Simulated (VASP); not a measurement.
Data:

```yaml
crystal:
  lattice:
    - [0.00000, 2.27315, 2.27315]
    - [2.27315, 0.00000, 2.27315]
    - [2.27315, 2.27315, 0.00000]
  atoms:
    - { symbol: B, position: [0.00000, 0.00000, 0.00000] }
    - { symbol: P, position: [0.25000, 0.25000, 0.25000] }
```

These are PBE GGA, VASP's PBE PAW potentials (set 64) (plane waves; VASP) values and carry that method's errors. Settings: 520 eV cut-off, 18×18×18 Γ-centred mesh, Gaussian smearing of 0.010 eV, potentials B P.

Task: What does the run give for the energy per atom (σ→0)?

Result: 
```json
{
  "energy per atom (σ→0)": "-6.466 eV/atom"
}
```

Total energies compare only between runs with the same potentials, cut-off and functional.

The compound is BP in the zinc blende structure. It was relaxed first.
